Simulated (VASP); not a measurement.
Runs of VASP 6.6.1 on HfTe. Symmetry: Fm-3m, No. 225, cubic system. The conventional cell has a = 5.761 Å, b = 5.761 Å, c = 5.761 Å, α = 90.00°, β = 90.00°, γ = 90.00°. Hf (site symmetry m-3m) has 6 Te at 2.88 Å as nearest neighbours. Te (site symmetry m-3m) is surrounded by 6 Hf at 2.88 Å. The cell comes from a database or a generator and needn't be the stable form of this composition.

| task | cell | k mesh | cutoff (eV) | smearing | mesh quality | gap on the mesh (eV) | pressure (GPa) | relaxed volume (Å³/atom) |
| --- | --- | --- | --- | --- | --- | --- | --- | --- |
| relaxation of cell and atoms | relaxed | 12 × 12 × 12 | 600 | gaussian 0.1 eV | not flagged | - | 0.0 | 23.71 |
| relaxation of cell and atoms | relaxed | 6 × 6 × 6 | 600 | gaussian 0.1 eV | not flagged | none | 0.0 | 23.79 |
| single point | Fm-3m, 23.9 Å³/atom | 6 × 6 × 6 | 520 | gaussian 0.1 eV | not flagged | none | (a) | - |
| single point | Fm-3m, 23.76 Å³/atom | 12 × 12 × 12 | 520 | gaussian 0.1 eV | not flagged | none | (b) | - |
| single point | Fm-3m, 42.31 Å³/atom | 4 × 4 × 4 | 520 | gaussian 0.1 eV | coarse | none | -14.1 | - |

Alike in all rows: level PBEsol; potentials or basis VASP PAW PBE potentials, release 64 (Hf_pv, Te); no spin polarisation.

Problem. Fill in the values left out.

Solution. (a) -0.5; (b) -0.2.

Caveats: some runs use coarse meshes; the PAW data sets were made with another functional, which shifts forces and pressure a little; the bands computed are all filled at some k points, so no gap is given (some runs); the volume moved by over 15 % at a fixed basis, so the end points are rough (some runs).

A k mesh can miss the band edges, and the runs leave out spin-orbit coupling on Hf, Te.

A gap of «none» marks a metal or a gap under the smearing width.
